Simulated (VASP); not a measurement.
These are rev-vdW-DF2, VASP's PBE PAW potentials (set 64) (plane waves; VASP) values and carry that method's errors.

Input for VASP

KPOINTS:
```
Automatic mesh
0
Gamma
8 8 8
0 0 0
```

### INCAR
```
SYSTEM = HfO2
PREC = Accurate; ENCUT = 520; LREAL = .False.
LASPH = .True.
EDIFF = 1E-7; NELM = 100; ALGO = Normal
LMAXMIX = 6
ISMEAR = 0; SIGMA = 0.05
GGA = MK; LUSE_VDW = .True.; AGGAC = 0.0
PARAM1 = 0.1234568; PARAM2 = 0.7114; ZAB_VDW = -1.8867
ISIF = 2
LWAVE = .False.; LCHARG = .False.
```

POSCAR:
```
HfO2
1
    0.0000000000     2.5247130416     2.5247130416
    2.5247130416     0.0000000000     2.5247130416
    2.5247130416     2.5247130416     0.0000000000
Hf O
1 2
Direct
  0.0000000000   0.0000000000   0.0000000000
  0.2500000000   0.2500000000   0.2500000000
  0.7500000000   0.7500000000   0.7500000000
```

POTCAR, in this order: Hf_pv O (PBE.64 set). Program: vasp_std.

Unless said otherwise, spin-orbit coupling is left out, though it shifts the bands of the heavy elements here.

**Question.** Estimate the energy per atom (σ→0), band gap (on the k-mesh).

**Answer.** 
* **energy per atom (σ→0)**: -8.589 eV/atom
* **band gap (on the k-mesh)**: 3.77 eV

OSZICAR:
```
...
DAV:   8    -0.257794918801E+02    0.34400E-01   -0.22005E-01  1094   0.501E+00    0.619E+00
DAV:   9    -0.257686176889E+02    0.10874E-01   -0.41429E-02  1038   0.188E+00    0.172E+00
DAV:  10    -0.257684441320E+02    0.17356E-03   -0.36599E-03  1203   0.482E-01    0.195E-01
DAV:  11    -0.257684269361E+02    0.17196E-04   -0.21434E-04  1017   0.125E-01    0.168E-01
DAV:  12    -0.257684275030E+02   -0.56692E-06   -0.18946E-05  1123   0.359E-02    0.223E-02
DAV:  13    -0.257684277945E+02   -0.29152E-06   -0.13207E-06  1059   0.928E-03    0.712E-03
DAV:  14    -0.257684278058E+02   -0.11305E-07   -0.47557E-08   729   0.208E-03
   1 F= -.25768428E+02 E0= -.25768428E+02  d E =-.765220E-13
```

The compound is HfO2 in the fluorite structure, the high-temperature cubic form, which is unstable at 0 K; the monoclinic form is the stable one. It was relaxed first.
